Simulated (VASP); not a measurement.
**MgCd2Te3: relaxation of cell and atoms with PBE**

Crystal: MgCd2Te3.

```
Mg Cd Te
1.0
     4.22000    0.00000    0.00000
    -2.11000    3.65463    0.00000
     0.00000    0.00000   10.34000
Mg Cd Te
1 2 3
Direct
  0.00000 0.00000 0.00000
  0.66667 0.33333 0.66670
  0.33333 0.66667 0.33330
  0.33333 0.66667 0.83330
  0.66667 0.33333 0.16670
  0.00000 0.00000 0.50000
```

The cell was built by a generator and needn't be a form met in nature.

```
Program                : VASP 6.6.1
Task                   : relaxation of cell and atoms
Functional             : PBE
Potentials or basis    : VASP PAW PBE potentials, release 64 (Mg, Cd, Te)
Cutoff                 : 520 eV
k mesh                 : 4 × 4 × 2
Occupations            : gaussian, width 0.15 eV
Spin                   : no spin polarisation
Further INCAR settings : PREC = Normal; ALGO = Fast; EDIFF = 0.0001; IBRION = 2; EDIFFG = -0.08; NSW = 24; ISIF = 3
```

```json
{
 "Relaxed volume": "28.39 Å³/atom",
 "Relaxed cell": "a = 4.329 Å, b = 4.329 Å, c = 10.495 Å, α = 90.00°, β = 90.00°, γ = 120.00°",
 "Space group after relaxing (to 0.05 Å)": "P-3m1 (No. 164)",
 "Energy gained by relaxing": "22.7 meV/atom",
 "Ionic steps": "7",
 "Pressure after relaxing": "-0.1 GPa",
 "Largest force after relaxing": "0.063 eV/Å",
 "Band gap on the k mesh": "none (metal or under the smearing width)"
}
```

Forces on the atoms (eV/Å):
```
Mg   0.000  0.000  0.000
Cd   0.000  0.000  0.063
Cd   0.000  0.000 -0.063
Te   0.000  0.000  0.023
Te   0.000  0.000 -0.023
Te   0.000  0.000  0.000
```

The path:
| step | energy change (eV) | largest force (eV/Å) | pressure (GPa) | volume (Å³) |
| --- | --- | --- | --- | --- |
| 1 | 0.0000 | 0.4254 | 3.59 | 159.47 |
| 2 | -0.1134 | 0.2123 | -1.09 | 173.61 |
| 3 | -0.1213 | 0.2532 | 0.06 | 170.29 |
| 4 | -0.1213 | 0.2462 | -0.04 | 170.78 |
| 5 | -0.1210 | 0.2417 | -0.18 | 171.13 |
| 6 | -0.1269 | 0.1877 | -0.29 | 170.93 |
| 7 | -0.1360 | 0.0629 | -0.10 | 170.34 |

Final structure:
```xyz
6
Lattice="4.3292 0.0000 0.0000 -2.1646 3.7492 0.0000 0.0000 0.0000 10.4947" Properties=species:S:1:pos:R:3 pbc="T T T"
Mg    0.0000    0.0000    0.0000
Cd    2.1646    1.2497    7.0036
Cd    0.0000    2.4995    3.4911
Te    0.0000    2.4995    8.8106
Te    2.1646    1.2497    1.6841
Te    0.0000    0.0000    5.2473
```

Levels at points of the mesh, in eV from the Fermi level:
```tsv
k point	band 20	band 21	band 22	band 23	band 24	band 25
(0.00, 0.00, 0.00)	-0.22	-0.07	-0.07	0.75	2.89	2.96
(0.50, 0.00, 0.00)	-1.24	-0.87	-0.77	-0.70	2.20	2.48
(0.00, 0.00, 0.50)	-0.20	-0.15	-0.15	2.18	2.52	2.83
(0.50, 0.00, 0.50)	-1.58	-0.19	-0.13	0.32	0.87	2.88
```

Run time: 52 s on 1 thread of Intel(R) Xeon(R) 6975P-C (Granite Rapids), on a shared host, peak memory 0.21 GiB.

Caveat: the k mesh is coarse (spacing up to 0.43 Å⁻¹), so the values aren't converged; the relaxation stopped at a loose force limit of 0.08 eV/Å, so its end isn't a converged minimum. Spin-orbit coupling is left out, which matters for the levels of Te.
